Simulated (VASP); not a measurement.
Input:

```yaml
crystal:
  lattice:
    - [1.57737, -2.81405, 0.00000]
    - [1.57737, 2.81405, 0.00000]
    - [0.00000, 0.00000, 3.51197]
  atoms:
    - { symbol: Zr, position: [0.00000, 0.00000, 0.00000] }
    - { symbol: B, position: [0.33333, 0.66667, 0.50000] }
    - { symbol: B, position: [0.66667, 0.33333, 0.50000] }
```

Computed with PBEsol GGA, VASP's PBE PAW potentials (set 64) (plane waves; VASP). Run with 600 eV cut-off, 10×10×8 Γ-centred mesh, first-order Methfessel-Paxton smearing of 0.10 eV, potentials Zr_sv B.

Which forces act on the atoms, in eV/Å?

| atom | Fx | Fy | Fz |
|---|---|---|---|
| Zr1 | 0.000 | 0.000 | 0.000 |
| B2 | 0.000 | 0.074 | 0.000 |
| B3 | 0.000 | -0.074 | 0.000 |

Give the stress tensor in GPa (positive for a compressed cell).

```
 -1.83    0.00    0.00
  0.00  -15.84    0.00
  0.00    0.00   -3.41
```
The pressure is its mean diagonal, -7.02 GPa.

The compound is ZrB2 in the AlB2 type structure. This cell was strained or had an atom moved on purpose.
